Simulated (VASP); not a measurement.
Level of theory: revPBE GGA, VASP's PBE PAW potentials (set 64) (plane waves; VASP).

VASP input:

File KPOINTS:
```
Automatic mesh
0
Gamma
17 17 17
0 0 0
```

### POSCAR
```
Au
1
    0.0000000000     2.0920518750     2.0920518750
    2.0920518750     0.0000000000     2.0920518750
    2.0920518750     2.0920518750     0.0000000000
Au
1
Direct
  0.0000000000   0.0000000000   0.0000000000
```

INCAR:
```
ISMEAR = -5   # tetrahedra, Bloechl
ENCUT = 520   # plane-wave cut-off (eV)
SYSTEM = Au
NELM = 100   # most electronic steps
LWAVE = F
ISIF = 2
PREC = Accurate
EDIFF = 1E-7
GGA = RE   # revPBE
LMAXMIX = 6
LORBIT = 11   # lm-projected
LCHARG = T
LASPH = T   # aspherical one-centre terms
ALGO = Normal   # blocked Davidson
NEDOS = 601
LREAL = F
```

POTCAR, in this order: Au (PBE.64 set). Program: vasp_std.

The run wrote:

OUTCAR:
```
 ion  position               nearest neighbor table
   1  0.000  0.000  0.000-
  LATTYP: Found a face centered cubic cell.
 ALAT       =     4.1841037500
 Subroutine PRICEL returns:
 Original cell was already a primitive cell.
 Subroutine GETGRP returns: Found 48 space group operations
The static configuration has the point symmetry O_h .
The dynamic configuration has the point symmetry O_h .
 Subroutine INISYM returns: Found 48 space group operations
 Subroutine IBZKPT returns following result:
 Found    165 irreducible k-points:

 Following reciprocal coordinates:
            Coordinates               Weight
  0.000000  0.000000  0.000000      1.000000
  0.058824  0.000000  0.000000      8.000000
  0.117647  0.000000  0.000000      8.000000
  0.176471  0.000000  0.000000      8.000000
  0.235294  0.000000  0.000000      8.000000
  0.294118  0.000000  0.000000      8.000000
  0.352941  0.000000  0.000000      8.000000
  0.411765  0.000000  0.000000      8.000000
  0.470588  0.000000  0.000000      8.000000
  0.058824  0.058824  0.000000      6.000000
  0.117647  0.058824  0.000000     24.000000
  0.176471  0.058824  0.000000     24.000000
  0.235294  0.058824  0.000000     24.000000
  0.294118  0.058824  0.000000     24.000000
  0.352941  0.058824  0.000000     24.000000
  0.411765  0.058824  0.000000     24.000000
  0.470588  0.058824  0.000000     24.000000
 -0.470588  0.058824  0.000000     24.000000
 -0.411765  0.058824  0.000000     24.000000
 -0.352941  0.058824  0.000000     24.000000
 -0.294118  0.058824  0.000000     24.000000
 -0.235294  0.058824  0.000000     24.000000
 -0.176471  0.058824  0.000000     24.000000
 -0.117647  0.058824  0.000000     24.000000
 -0.058824  0.058824  0.000000     12.000000
  0.117647  0.117647  0.000000      6.000000
  0.176471  0.117647  0.000000     24.000000
  0.235294  0.117647  0.000000     24.000000
  0.294118  0.117647  0.000000     24.000000
  0.352941  0.117647  0.000000     24.000000
  0.411765  0.117647  0.000000     24.000000
  0.470588  0.117647  0.000000     24.000000
 -0.470588  0.117647  0.000000     24.000000
 -0.411765  0.117647  0.000000     24.000000
 -0.352941  0.117647  0.000000     24.000000
 -0.294118  0.117647  0.000000     24.000000
 -0.235294  0.117647  0.000000     24.000000
 -0.176471  0.117647  0.000000     24.000000
 -0.117647  0.117647  0.000000     12.000000
  0.176471  0.176471  0.000000      6.000000
   k-points           NKPTS =    165   k-points in BZ     NKDIM =    165   number of bands    NBANDS=      9
   number of dos      NEDOS =    601   number of ions     NIONS =      1
   total plane-waves  NPLWV =  13824
   dimension x,y,z NGX =    24 NGY =   24 NGZ =   24
   dimension x,y,z NGXF=    48 NGYF=   48 NGZF=   48
   ions per type =               1
   PREC   = accura    normal or accurate (medium, high low for compatibility)
   ISTART =      0    job   : 0-new  1-cont  2-samecut
   ICHARG =      2    charge: 1-file 2-atom 10-const
   ISPIN  =      1    spin polarized calculation?
   LNONCOLLINEAR =      F non collinear calculations
   LSORBIT =      F    spin-orbit coupling
   INIWAV =      1    electr: 0-lowe 1-rand  2-diag
   ENCUT  =  520.0 eV  38.22 Ry    6.18 a.u.   5.50  5.50  5.50*2*pi/ulx,y,z
   NELM   =    100;   NELMIN=  2; NELMDL= -5     # of ELM steps
   EDIFF  = 0.1E-06   stopping-criterion for ELM
   LREAL  =      F    real-space projection
   NLSPLINE    = F    spline interpolate recip. space projectors
   LMAXMIX     =    6 max onsite mixed and CHGCAR
   VOSKOWN=      0    Vosko Wilk Nusair interpolation
...
```

**OSZICAR**
```
       N       E                     dE             d eps       ncg     rms          rms(c)
DAV:   1     0.448964122239E+02    0.44896E+02   -0.57647E+03  3162   0.108E+03
DAV:   2    -0.256738569736E+01   -0.47464E+02   -0.44882E+02  3058   0.201E+02
DAV:   3    -0.296053546758E+01   -0.39315E+00   -0.39280E+00  3557   0.195E+01
DAV:   4    -0.296164746779E+01   -0.11120E-02   -0.11118E-02  3389   0.107E+00
DAV:   5    -0.296165517683E+01   -0.77090E-05   -0.77045E-05  3413   0.876E-02    0.745E+00
DAV:   6    -0.275066475774E+01    0.21099E+00   -0.72637E-01  3036   0.830E+00    0.499E+00
DAV:   7    -0.273789465411E+01    0.12770E-01   -0.57322E-02  3172   0.233E+00    0.253E+00
DAV:   8    -0.273660167151E+01    0.12930E-02   -0.13005E-03  3105   0.361E-01    0.195E-01
DAV:   9    -0.273659305057E+01    0.86209E-05   -0.56278E-06  3344   0.258E-02    0.202E-02
DAV:  10    -0.273660180248E+01   -0.87519E-05   -0.60985E-06  3231   0.332E-02    0.450E-03
DAV:  11    -0.273660160239E+01    0.20009E-06   -0.71502E-08  2791   0.258E-03    0.454E-04
DAV:  12    -0.273660153861E+01    0.63780E-07   -0.55604E-09  1562   0.896E-04
   1 F= -.27366015E+01 E0= -.27366015E+01  d E =0.000000E+00
```

**OUTCAR**
```
------------------------ aborting loop because EDIFF is reached ----------------------------------------
  FORCE on cell =-STRESS in cart. coord.  units (eV):
  Direction    XX          YY          ZZ          XY          YZ          ZX
  --------------------------------------------------------------------------------------
  Total       -0.0040072     -0.0040072     -0.0040072      0.0000000      0.0000000     -0.0000000
  in kB       -0.3505957     -0.3505957     -0.3505957      0.0000000      0.0000000     -0.0000000
  external PRESSURE =      -0.3505957 kB  Pullay stress =       0.0000000 kB
  volume of cell :       18.31
      direct lattice vectors                 reciprocal lattice vectors
     0.000000000  2.092051875  2.092051875    -0.238999810  0.238999810  0.238999810
     2.092051875  0.000000000  2.092051875     0.238999810 -0.238999810  0.238999810
     2.092051875  2.092051875  0.000000000     0.238999810  0.238999810 -0.238999810
 POSITION                                       TOTAL-FORCE (eV/Angst)
 -----------------------------------------------------------------------------------
      0.00000      0.00000      0.00000        -0.000000     -0.000000      0.000000
 -----------------------------------------------------------------------------------
    total drift:                               -0.000000     -0.000000     -0.000000
  FREE ENERGIE OF THE ION-ELECTRON SYSTEM (eV)
  ---------------------------------------------------
  free  energy   TOTEN  =        -2.7366015386 eV

  energy  without entropy=       -2.7366015386  energy(sigma->0) =       -2.73660154

 total charge

# of ion       s       p       d       tot
------------------------------------------
    1        0.517   0.301   8.765   9.583
```
(Selected blocks of OUTCAR.)

For a metal the tetrahedron method with Blöchl corrections gives inexact stress and forces.

The compound is Au in the fcc structure. It was relaxed first, which changed the volume by +8 %.
